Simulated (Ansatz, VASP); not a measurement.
## KBaH3 in two plane-wave programs

One calculation is typed for both programs; each brings its own data sets. How far apart do they land? The cell is invented: As first built, before any earlier steps moved the atoms (in the runner's words): Ba for Mg in the KMgH3 structure of space group Pm-3m. It may not be a known or stable phase. The two relaxations start from unlike cells of this crystal (the structure described is Ansatz's start), so only their ends are compared.

Program: Ansatz 0.2.0. Level of theory: plane waves, with VASP 6.6.1 beside it; relaxation of cell and atoms at r2SCAN. Results are calculated unless marked as measured.

### 1. The structure

The structure is cubic, space group Pm-3m (No. 221). The conventional cell has a = 4.417 Å, b = 4.417 Å, c = 4.417 Å, α = 90.00°, β = 90.00°, γ = 90.00°. Nearest to K lie 12 H at 3.12 Å. Ba has 6 H at 2.21 Å nearest. Nearest to H lie 2 Ba at 2.21 Å. It derives from KMgH3. As first built, before any earlier steps moved the atoms (in the runner's words): Ba for Mg in the KMgH3 structure of space group Pm-3m. Farther neighbours are not listed.

As a file:

```cif
data_structure
_symmetry_space_group_name_H-M 'Pm-3m'
_symmetry_Int_Tables_number 221
_cell_length_a 4.4167
_cell_length_b 4.4167
_cell_length_c 4.4167
_cell_angle_alpha 90.000
_cell_angle_beta 90.000
_cell_angle_gamma 90.000
_cell_volume 86.16
loop_
_atom_site_label
_atom_site_type_symbol
_atom_site_symmetry_multiplicity
_atom_site_Wyckoff_symbol
_atom_site_fract_x
_atom_site_fract_y
_atom_site_fract_z
_atom_site_occupancy
K1 K 1 a 0.00000 0.00000 0.00000 1
Ba1 Ba 1 b 0.50000 0.50000 0.50000 1
H1 H 3 c 0.50000 0.00000 0.50000 1
```

### 2. Ansatz: relaxation of cell and atoms, r2SCAN

Ansatz runs on its default PAW (the set named soft_2) files.

The relaxed volume is the usual yardstick between codes: in a stiff, nearly cubic crystal its relative difference is about their pressure difference at one cell divided by the bulk modulus.

Input file input.yaml:

```yaml
crystal:
  lattice:
    - [4.4167352162, 0.0, 0.0]
    - [0.0, 4.4167352162, 0.0]
    - [0.0, 0.0, 4.4167352162]
  atoms:
    - { symbol: K, position: [0.0, 0.0, 0.0] }
    - { symbol: Ba, position: [0.5, 0.5, 0.5] }
    - { symbol: H, position: [0.5, 0.0, 0.5] }
    - { symbol: H, position: [0.5, 0.5, 0.0] }
    - { symbol: H, position: [0.0, 0.5, 0.5] }
kpoints:
  mp_grid: { grid: [6, 6, 6] }
scf:
  occupations: { method: gaussian, width: 0.03 }
hamiltonian:
  xc: r2scan
output:
  forces: true
  stress: true
relax:
  f_tol: 0.02
  max_steps: 60
  cell: {}
```

On the command line:

```sh
$ ansatz run input.yaml --threads 2 --pin off --max-ram 4096MiB --backend cpu --events-out ev --progress --plain --runs-dir out
```

Numbers of over 12 decimals in the logs are rounded to 6 here.

Output:

```text
Engine: ansatz 0.2.0, aarch64-unknown-linux-gnu
Pseudopotentials: kind: paw
Pseudopotential: K, paw, valence charge 9, recommended cutoff 500 eV (meta_gga), K.paw.azcp
Pseudopotential: Ba, paw, valence charge 10, recommended cutoff 500 eV (meta_gga), Ba.paw.azcp
Pseudopotential: H, paw, valence charge 1, recommended cutoff 500 eV (meta_gga), H.paw.azcp
Functional definition: r2SCAN
  parameter k0 = 0.174
  parameter k1 = 0.065
  parameter a1 = 4.9479
  exchange = r2scan_x(k0 = k0, k1 = k1, a1 = a1)
  correlation = r2scan_c
Crystal: 5 atoms, lattice volume = 86.160 Å³
Basis set: ecut = 500 eV, 2109 PW (Γ), exchange–correlation on 144×144×144 points (64 copies of the dense FFT grid, shifted against one another)
Bands: 16, of which v1, the nominal top of the filled ones, is band 11 counted from 1 (10 counted from 0)
Symmetry: 48 space group operations
Space group: Pm-3m (ITA 221), of the structure as read, at distance tolerance 4.4e-5 Å
k-points: 20 of 216
Non-local potential: K, projectors of the file, l = 0: 3, l = 1: 2, l = 2: 2
Non-local potential: Ba, projectors of the file, l = 0: 3, l = 1: 2, l = 2: 2, l = 3: 2
Non-local potential: H, projectors of the file, l = 0: 2, l = 1: 1
PAW form: soft (Blöchl's): semilocal exchange-correlation on the pseudo side does not see the compensation charge
PAW frozen core: K, regenerated for the run's functional (the file was generated under x = pbe(κ = 0.804, μ = 0.219515), c = pbe(β = 0.066725))
PAW frozen core: Ba, regenerated for the run's functional (the file was generated under x = pbe(κ = 0.804, μ = 0.219515), c = pbe(β = 0.066725))
PAW one-centre angular grid: K, 302 points (default); XC on 160 Gauss nodes
PAW one-centre angular grid: Ba, 302 points (default); XC on 160 Gauss nodes
PAW one-centre angular grid: H, 302 points (default); XC on 160 Gauss nodes
Initial density: superposition of atomic densities (neutral atoms: chi_scale 0, normalization atom), corrected by the library's trained network
Initial wavefunctions: pseudopotential atomic-orbital guess
Functional: x = r2scan, c = r2scan; τ floored in thin density (d = 2e-4 eV/Å³)
SCF iter   1: F=—  HF=-7554.306015 eV  |F-HF|=—  |Δ(HF+E_count)|=         —  Δρ=9.38e-3  dr2=1.21e-1  dr2_τ=2.29e-2  ethr=1.77e-3  ⟨swp⟩=7.0  Hψ=2051  notcnv=0
preconditioner: auto → Resta (q_TF=auto, 2.173 Å⁻¹)  ε∞=2.5  [insulator: Δε(μ)=0.990 eV  Ē_g=13.866 eV  σ=0.030 eV  W_gap=1.00  n_scr=18 (ndim 8)  ℏωp=17.0 eV  f_vac=0.000  D(μ)=0.00/eV (n_scr^D=0)  ε∞_Penn≈2.5]
SCF iter   2: F=—  HF=-7554.363271 eV  |F-HF|=—  |Δ(HF+E_count)|=   5.73e-2  Δρ=4.71e-3  dr2=3.68e-2  dr2_τ=5.75e-4  ethr=5.50e-4  ⟨swp⟩=3.5  Hψ=752  notcnv=0  defer=20
SCF iter   3: F=—  HF=-7554.353278 eV  |F-HF|=—  |Δ(HF+E_count)|=   9.99e-3  Δρ=1.21e-3  dr2=7.63e-4  dr2_τ=1.15e-4  ethr=1.67e-4  ⟨swp⟩=3.8  Hψ=603  notcnv=0
automatic band count: iteration 3 solves 15 bands in place of 16: the levels show a gap, and the empty bands left out lie too high to hold charge; the band table lists the bands solved (type scf.n_extra_bands for more)
SCF iter   4: F=—  HF=-7554.353731 eV  |F-HF|=—  |Δ(HF+E_count)|=   4.53e-4  Δρ=2.48e-4  dr2=7.09e-5  dr2_τ=6.58e-6  ethr=3.47e-6  ⟨swp⟩=3.0  Hψ=570  notcnv=0
SCF iter   5: F=—  HF=-7554.353734 eV  |F-HF|=—  |Δ(HF+E_count)|=   3.03e-6  Δρ=5.18e-5  dr2=2.90e-6  dr2_τ=1.31e-7  ethr=3.22e-7  ⟨swp⟩=3.0  Hψ=520  notcnv=0
SCF iter   6: F=-7554.353735 eV  HF=-7554.353735 eV  |F-HF|=1.81e-9  |Δ(HF+E_count)|=   6.81e-7  Δρ=7.44e-6  dr2=6.66e-8  dr2_τ=2.46e-9  ethr=4.55e-10  ⟨swp⟩=3.8  Hψ=1325  notcnv=0
SCF 1 converged in 6 iterations: F = -7554.353735 eV  dr2 = 6.66e-8
  greatest PAW one-centre occupation: 0.989 electrons in one spin orbital (limit 2), on the K atom at site 0 (counted from 0), in its partial waves of l = 0
relax step   1: F+E_penalty+E_count = -7554.35373478 eV  Δ(F+E_penalty+E_count) = +0.000e0 eV  max|allowed force component| = 3.876e-29 eV/Å  Δτ_max = 0.0000 Å  P = +17.932 GPa  Ω = 86.160 Å³  (6 SCF iters, dr2 threshold 1.00e-7 eV, accepted)
[...]
relax step   5: F+E_penalty+E_count = -7556.25177612 eV  Δ(F+E_penalty+E_count) = -2.016e-2 eV  max|allowed force component| = 7.284e-30 eV/Å  Δτ_max = 0.0000 Å  P = +0.003 GPa  Ω = 134.613 Å³  energy of the carried Pulay correction = -4.727e-3 eV  (6 SCF iters, dr2 threshold 5.00e-7 eV, accepted)
[...]
relax step   6: F+E_penalty+E_count = -7556.26812914 eV  Δ(F+E_penalty+E_count) = -1.635e-2 eV  max|allowed force component| = 2.510e-29 eV/Å  Δτ_max = 0.0000 Å  P = +0.092 GPa  Ω = 134.613 Å³  stress off target by 9.22e-2 GPa  SCF on the basis re-selected at this cell (its energy is not comparable with the rows above)  (6 SCF iters)
[...]
relax step   7: F+E_penalty+E_count = -7556.26829668 eV  Δ(F+E_penalty+E_count) = -1.675e-4 eV  max|allowed force component| = 1.267e-30 eV/Å  Δτ_max = 0.0000 Å  P = +0.004 GPa  Ω = 135.306 Å³  energy of the carried Pulay correction = -4.098e-5 eV  (5 SCF iters, dr2 threshold 2.12e-8 eV, accepted)
[...]
relax step   8: F+E_penalty+E_count = -7556.26834591 eV  Δ(F+E_penalty+E_count) = -4.922e-5 eV  max|allowed force component| = 1.430e-30 eV/Å  Δτ_max = 0.0000 Å  P = +0.005 GPa  Ω = 135.306 Å³  stress off target by 4.63e-3 GPa  SCF on the basis re-selected at this cell (its energy is not comparable with the rows above)  (4 SCF iters)
basis re-selected at this cell: Δ(F+E_penalty+E_count) = -4.922e-5 eV, ΔP = +0.000 GPa vs the last step (what re-selecting the basis moved, of the pressure what is left beyond the Pulay correction that the steps carried, after the strain that the cell walked since its last selection, with what the two solves' SCF thresholds leave and, on support functions, any second-order correction that the steps lacked; it is no m [...]
SCF converged after 4 iterations
Free energy (F): -7556.268346 eV
Harris-Foulkes:  -7556.268346 eV  (|F-HF|=8.19e-12)
Internal energy: -7556.268346 eV  (E = F + TS)
E sigma→0 (E₀):  -7556.268346 eV
Fermi energy:    2.686266 eV
--- Per-component energies (eV) ---
  E_band       = -244.713156
  E_kinetic    = 461.225440
  E_local      = -1113.551039  (includes V_loc(G=0)·N_el)
  E_nonlocal   = 72.109707
  E_hartree    = 374.031548
  E_xc         = -317.537676
  E_vxc        = -370.842106  (∫ρ·V_xc dr)
  E_paw        = -6040.732092  (= ΣΔE_a)
  E_vpaw       = -62.061946  (= ΣTr[D̂ρ^β])
  E_aug_tail   = -0.001221  (compensation charges beyond the density's cutoff)
  E_vtau       = 20.344926  (kinetic-family band-sum trace: ∫τ·v_τ [+ j·A + Jᵃ·Aᵃ] dr)
  E_ewald      = -991.687242
  E_core_change = -0.125769  (= ΣΔE_core)
  E_smearing   = -0.000000  (= −TS)
  E_closure    = 0.000000  (closes the sum)
  Σ components = -7556.268346   (vs F -7556.268346, Δ=0.00e0)
--- Forces (eV/Å), atoms counted from 1 ---
  atom   1  K      0.00000000     0.00000000     0.00000000
  atom   2  Ba    -0.00000000     0.00000000     0.00000000
  atom   3  H     -0.00000000     0.00000000     0.00000000
  atom   4  H      0.00000000     0.00000000    -0.00000000
  atom   5  H      0.00000000     0.00000000     0.00000000
  max |Σ_I F_I| component: 1.25e-30 eV/Å
--- Stress (GPa, compression-positive) ---
        0.004633       0.000000      -0.000000
        0.000000       0.004633      -0.000000
       -0.000000      -0.000000       0.004633
  P = ⅓ Tr σ = 0.0046 GPa (0.046 kbar)
--- Relaxed structure (6 steps of the walk, 6 accepted, 2 SCFs on fresh bases) ---
  F+E_penalty+E_count = -7556.26834591 eV   max|allowed force component| = 1.430e-30 eV/Å   (the final SCF, on the basis selected at the relaxed cell)
  cell:  # Å, volume = 135.3062 Å³
    - [5.133803, 0, 0]
    - [0, 5.133803, 0]
    - [0, 0, 5.133803]
  atoms:
    - { symbol: K, position: [0, 0, 0] }
    - { symbol: Ba, position: [0.5, 0.5, 0.5] }
    - { symbol: H, position: [0.5, 0, 0.5] }
    - { symbol: H, position: [0.5, 0.5, 0] }
    - { symbol: H, position: [0, 0.5, 0.5] }
```

(Part 1 of 2 ends here.)

[Lines on the potential files, build, host, timing and source positions are cut from VASP's logs without a mark.]

[Logs are printed without paths, hosts, clocks, repeated set-up lines and the standing remarks that a program may print on its own settings, such as how far it seeks lower states.]

[Hosts, paths, dates, database ids (printed as entryN), source tags and the programs' standing remarks are cut or masked in the printed files.]
